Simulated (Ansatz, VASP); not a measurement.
# Cross-check of CoSnS2IBr (1T-SnS2 under 1T-CoBrI, AA') between VASP and Ansatz

Aim: how closely do two programs agree when they are given the same cell, functional and k mesh? The structure shown is the start of the Ansatz relaxation below; VASP solves that cell, so the two are compared at the walk's first step.

Calculated with Ansatz 0.2.0; plane waves, with VASP 6.6.1 beside it; single point at PBEsol with D3(BJ).

## (1) The starting structure

The cell holds 6 atoms: 2 S, 1 Sn, 1 I, 1 Co and 1 Br. Its edges and angles: a = 3.690 Å, b = 3.690 Å, c = 46.228 Å, α = 90.0°, β = 90.0°, γ = 120.0°. Vacuum lies along c.

## (2) Ansatz: relaxation, PBEsol with D3(BJ)

Ansatz runs on its default PAW (the set named soft_2) files.

The two programs are compared at the cell with which this relaxation starts, whose forces are those of its first step.

Input file input.yaml:

```yaml
crystal:
  lattice:
    - [3.6901005, 0.0, 0.0]
    - [-1.84505025, 3.1957207755, 0.0]
    - [0.0, 0.0, 46.2278059141]
  atoms:
    - { symbol: S, position: [0.6666666667, 0.3333333333, 0.4174976428] }
    - { symbol: Sn, position: [0.0, 0.0, 0.4371304894] }
    - { symbol: S, position: [0.3333333333, 0.6666666667, 0.4567633359] }
    - { symbol: I, position: [0.6666666667, 0.3333333333, 0.5249041429] }
    - { symbol: Co, position: [0.3333333333, 0.6666666667, 0.5575808023], spin: 3.0 }
    - { symbol: Br, position: [0.0, 0.0, 0.5825023572] }
  periodic: [true, true, false]
magnetization:
  spin_polarized: true
kpoints:
  mp_grid: { grid: [12, 12, 1] }
hamiltonian:
  xc: pbesol
  dispersion: d3bj
scf:
  occupations: { method: fermi_dirac, width: 0.05 }
  convergence: { dr2_threshold: 1.0e-09 }
relax:
  f_tol: 0.004
  max_steps: 90
  cell: {}
output:
  write_potential: true
  write_density: true
  volumetric_format: npy
```

Launch:

```bash
$ ansatz run input.yaml --threads 4 --pin off --max-ram 12288MiB --backend cpu --events-out ev --progress --plain --runs-dir out
```

Numbers of over 12 decimals in the logs are rounded to 6 here.

The log of the run:

```text
Warning: relax.cell: scf.convergence.dr2_threshold = 1e-9 eV is looser than the 1.93087753664e-10 eV advised for a relaxation that steers and ends on the stress (1e-10 eV for each atom of the cell: 6, times the square of relax.cell.stress_2d_tol = 0.05 N/m over 17.6 Å (the atoms' height at the walk's start and 5 Å past either face), 2.836e-2 GPa, over a crystal's default 0.05). What an SCF threshold leaves in a stress goes as its square root, and in the free energy as the threshold itself, and one threshold admits the most on a small cell: [figures from the program's tests cut] Set scf.convergence.dr2_threshold to 1.93087753664e-10 eV or tighter. [rest of the remark cut]
Engine: ansatz 0.2.0, aarch64-unknown-linux-gnu
Pseudopotentials: kind: paw
Pseudopotential: S, paw, valence charge 6, recommended cutoff 420 eV (normal), S.paw.azcp
Pseudopotential: Sn, paw, valence charge 14, recommended cutoff 420 eV (normal), Sn.paw.azcp
Pseudopotential: I, paw, valence charge 17, recommended cutoff 420 eV (normal), I.paw.azcp
Pseudopotential: Co, paw, valence charge 17, recommended cutoff 420 eV (normal), Co.paw.azcp
Pseudopotential: Br, paw, valence charge 7, recommended cutoff 420 eV (normal), Br.paw.azcp
Functional definition: PBEsol
  exchange = pbesol_x
  correlation = pbesol_c
Crystal: 6 atoms, lattice volume = 545.143 Å³
Basis set: ecut = 420 eV, 10667 PW (Γ), exchange–correlation on 50×50×640 points (8 copies of the dense FFT grid, shifted against one another)
Bands: 42, of which v1, the nominal top of the filled ones, is band 34 counted from 1 (33 counted from 0)
Symmetry: 6 space group operations
Space group: P3m1 (ITA 156), of the structure as read, at distance tolerance 8.2e-5 Å
Magnetic group: BNS 156.49 (UNI 1279), of the structure as read, at distance tolerance 8.2e-5 Å
k-points: 19 of 144 (time reversal used)
Non-local potential: S, projectors of the file, l = 0: 2, l = 1: 2, l = 2: 2
Non-local potential: Sn, projectors of the file, l = 0: 2, l = 1: 2, l = 2: 2, l = 3: 2
Non-local potential: I, projectors of the file, l = 0: 2, l = 1: 2, l = 2: 2, l = 3: 2
Non-local potential: Co, projectors of the file, l = 0: 3, l = 1: 2, l = 2: 3, l = 3: 1
Non-local potential: Br, projectors of the file, l = 0: 2, l = 1: 2, l = 2: 2
PAW form: soft (Blöchl's): semilocal exchange-correlation on the pseudo side does not see the compensation charge
PAW frozen core: S, regenerated for the run's functional, and the local potential with it (the file was generated under x = pbe(κ = 0.804, μ = 0.219515), c = pbe(β = 0.066725))
PAW frozen core: Sn, regenerated for the run's functional, and the local potential with it (the file was generated under x = pbe(κ = 0.804, μ = 0.219515), c = pbe(β = 0.066725))
PAW frozen core: I, regenerated for the run's functional, and the local potential with it (the file was generated under x = pbe(κ = 0.804, μ = 0.219515), c = pbe(β = 0.066725))
PAW frozen core: Co, regenerated for the run's functional, and the local potential with it (the file was generated under x = pbe(κ = 0.804, μ = 0.219515), c = pbe(β = 0.066725))
PAW frozen core: Br, regenerated for the run's functional, and the local potential with it (the file was generated under x = pbe(κ = 0.804, μ = 0.219515), c = pbe(β = 0.066725))
PAW one-centre angular grid: S, 110 points (default); XC on 64 Gauss nodes
PAW one-centre angular grid: Sn, 590 points (default); XC on 64 Gauss nodes
PAW one-centre angular grid: I, 590 points (default); XC on 64 Gauss nodes
PAW one-centre angular grid: Co, 590 points (default); XC on 64 Gauss nodes
PAW one-centre angular grid: Br, 110 points (default); XC on 64 Gauss nodes
Starting moments: Σ|m| = 3 μB on 1 of 6 sites
Initial wavefunctions: pseudopotential atomic-orbital guess
Functional: x = pbesol(κ = 0.804, μ = 0.123457), c = pbesol(β = 0.046)
SCF iter   1: F=—  HF=-22980.208946 eV  |F-HF|=—  |Δ(HF+E_count)|=         —  Δρ=1.28e-2 (↑1.02e-2 ↓1.28e-2)  dr2=2.61e0  dr2_m=1.52e-1  M=2.992 μB ∫|m|=3.002 μB  β_m=0.30  ethr=3.10e-3  ⟨swp⟩=20.6  Hψ=14044  notcnv=0  defer=13
Mixer restart at iter 1: flushing history
preconditioner: auto → LDOS  [metal: Δε(μ)=0.040 eV  Ē_g=13.186 eV  σ=0.050 eV  W_gap=0.20  n_scr=28 (ndim 8)  ℏωp=11.1 eV  f_vac=0.753  D(μ)=5.48/eV (n_scr^D=18)]
[...]
SCF iter   4: F=—  HF=-22984.374747 eV  |F-HF|=—  |Δ(HF+E_count)|=   1.14e-6  Δρ=9.94e-7 (↑9.94e-7 ↓5.89e-7)  dr2=2.13e-9  dr2_m=1.51e-9  M=0.980 μB ∫|m|=1.050 μB  β_m=0.71  ethr=3.34e-11  ⟨swp⟩=4.1  Hψ=3850  notcnv=0
SCF iter   5: F=—  HF=-22984.374747 eV  |F-HF|=—  |Δ(HF+E_count)|=   3.20e-7  Δρ=8.88e-7 (↑8.88e-7 ↓3.49e-7)  dr2=4.38e-9  dr2_m=5.20e-10  M=0.980 μB ∫|m|=1.050 μB  β_m=0.71  ethr=3.18e-12  ⟨swp⟩=4.1  Hψ=3734  notcnv=0
SCF iter   6: F=—  HF=-22984.374747 eV  |F-HF|=—  |Δ(HF+E_count)|=   3.48e-8  Δρ=4.93e-7 (↑4.93e-7 ↓1.54e-7)  dr2=1.70e-9  dr2_m=2.11e-10  M=0.980 μB ∫|m|=1.050 μB  β_m=0.59  ethr=3.18e-12  ⟨swp⟩=3.1  Hψ=2861  notcnv=0
SCF iter   7: F=—  HF=-22984.374747 eV  |F-HF|=—  |Δ(HF+E_count)|=   4.49e-9  Δρ=1.78e-7 (↑1.78e-7 ↓5.81e-8)  dr2=3.02e-10  dr2_m=5.15e-11  M=0.980 μB ∫|m|=1.050 μB  β_m=0.67  ethr=2.54e-12  ⟨swp⟩=2.5  Hψ=2704  notcnv=0
SCF iter   8: F=-22984.374747 eV  HF=-22984.374747 eV  |F-HF|=5.09e-11  |Δ(HF+E_count)|=   5.53e-9  Δρ=9.98e-8 (↑9.98e-8 ↓5.91e-8)  dr2=2.66e-10  dr2_m=2.92e-12  M=0.980 μB ∫|m|=1.050 μB  ethr=1.00e-12  ⟨swp⟩=13.0  Hψ=12295  notcnv=0
SCF 10 converged in 8 iterations: F = -22984.374747 eV  dr2 = 2.66e-10
relax step  10: F+E_penalty+E_count = -22984.37474737 eV  Δ(F+E_penalty+E_count) = +1.255e-3 eV  max|allowed force component| = 1.605e-3 eV/Å  Δτ_max = 0.0000 Å  P = -0.039 N/m  Ω = 526.477 Å³  fix = [c, alpha, beta]  reactions: c -0.000 N/m  stress off target by 3.89e-2 N/m on what of the cell is left free  SCF on the basis re-selected at this cell (its energy is not comparable with the rows above)  (8 SCF iters)
basis re-selected at this cell: Δ(F+E_penalty+E_count) = +1.255e-3 eV, ΔP = -0.036 N/m vs the last step (what re-selecting the basis moved, of the pressure what is left beyond the Pulay correction that the steps carried, after the strain that the cell walked since its last selection, with what the two solves' SCF thresholds leave and, on support functions, any second-order correction that the steps lacked; it is no m [...]
WARN: The output density's exchange-correlation potential varies sharply where the density is thin. Do not read a vacuum level from v_tot or v_xc, or from such a field of the output density. On a cell that repeats whose density bears no net charge and no dipole along the vacuum's axis use v_es (v_loc + v_h of the components); under efield.dipole_correction with no amplitude use v_es + v_field, which holds any externa [...]
SCF converged after 8 iterations
Magnetization: 0.9798 μB (33.9899 up, 33.0101 down)
Absolute magnetization: 1.0481 μB (∫|ρ↑−ρ↓|, with the PAW one-centre terms)
Spin contamination: 0.0329 ħ² per cell (⟨S²⟩ above its minimum at these occupations)
Per-site moments (μB) at R_I (Å): [(0.010383, 1.055932), (0.010958, 1.055932), (0.00759857, 1.060473), (0.00938722, 1.046720), (0.816609, 1.021031), (0.036144, 1.021031)]
Free energy (F): -22984.374747 eV
Harris-Foulkes:  -22984.374747 eV  (|F-HF|=5.09e-11)
Internal energy: -22984.349938 eV  (E = F + TS)
E sigma→0 (E₀):  -22984.362343 eV
Entropy (-TS):   -0.024809 eV (-4.135 meV/atom)
Fermi energy:    -5.080709 eV
--- Per-component energies (eV) ---
  E_band       = -1778.695890
  E_kinetic    = 1178.650709
  E_local      = -302483.946948  (includes V_loc(G=0)·N_el)
  E_nonlocal   = 475.649623
  E_hartree    = 150526.787023
  E_xc         = -1115.501269
  E_vxc        = -705.835611  (∫ρ·V_xc dr)
  E_paw        = -13665.939062  (= ΣΔE_a)
  E_vpaw       = -1296.789477  (= ΣTr[D̂ρ^β])
  E_aug_tail   = 0.000102  (compensation charges beyond the density's cutoff)
  E_ewald      = 142100.346619
  E_disp       = -1.498305  (pairwise vdW)
  E_core_change = 1.101570  (= ΣΔE_core)
  E_smearing   = -0.024809  (= −TS)
  E_closure    = -0.000000  (closes the sum)
  Σ components = -22984.374747   (vs F -22984.374747, Δ=0.00e0)
--- Forces (eV/Å), atoms counted from 1 ---
  atom   1  S      0.00000000     0.00000000    -0.00074522
  atom   2  Sn    -0.00000000    -0.00000000    -0.00026219
  atom   3  S      0.00000000    -0.00000000     0.00098917
  atom   4  I     -0.00000000     0.00000000     0.00142360
  atom   5  Co     0.00000000    -0.00000000    -0.00160525
  atom   6  Br     0.00000000     0.00000000     0.00019923
  max |Σ_I F_I| component: 6.63e-7 eV/Å
--- 2D stress c σ (N/m, compression-positive) ---
       -0.038892       0.000000      -0.000000
        0.000000      -0.038892      -0.000000
       -0.000000      -0.000000      -0.000000
  P = ½ c Tr σ = -0.0389 N/m
--- Band table (eV; the first three rows and the last of 38) ---
  k-point 0 ↑: bands = [... 30 lower, -6.6581, -6.6581, -6.2849, -4.4045, -4.4045, -3.9563, -2.8501, -1.2115, ... 4 higher]
  k-point 1 ↑: bands = [... 30 lower, -6.6382, -6.4109, -6.1104, -4.7549, -4.4903, -3.6836, -2.4248, -1.3244, ... 4 higher]
  k-point 2 ↑: bands = [... 30 lower, -6.6476, -6.1992, -5.9922, -5.2481, -4.6632, -3.5912, -1.9018, -0.9128, ... 4 higher]
  k-point 18 ↓: bands = [... 30 lower, -6.0326, -5.7088, -5.6316, -4.7252, -4.1939, -3.9220, -0.9842, -0.5465, ... 4 higher]
  the weakly bound empty levels are not read free of the cell's end (no_gap_told)
--- Relaxed structure (9 steps of the walk, 9 accepted, 1 SCFs on fresh bases) ---
  F+E_penalty+E_count = -22984.37474737 eV   max|allowed force component| = 1.605e-3 eV/Å   (the final SCF, on the basis selected at the relaxed cell)
  cell:  # Å, volume = 526.4772 Å³
    - [3.626376, 0, 0]
    - [-1.813188, 3.140534, 0]
    - [0, 0, 46.2278059141]
  atoms:
    - { symbol: S, position: [0.666667, 0.333333, 0.401563] }
    - { symbol: Sn, position: [-5.953886948453675e-18, 0, 0.433423] }
    - { symbol: S, position: [0.333333, 0.666667, 0.465696] }
    - { symbol: I, position: [0.666667, 0.333333, 0.528370] }
    - { symbol: Co, position: [0.333333, 0.666667, 0.559383] }
    - { symbol: Br, position: [8.739233500236498e-18, 0, 0.587944] }
```

(Continued in part 2 of 2.)

[Lines on the potential files, build, host, timing and source positions are cut from VASP's logs without a mark.]

[Logs are printed without paths, hosts, clocks, repeated set-up lines and the standing remarks that a program may print on its own settings, such as how far it seeks lower states.]

[Hosts, paths, dates, database ids (printed as entryN), source tags and the programs' standing remarks are cut or masked in the printed files.]
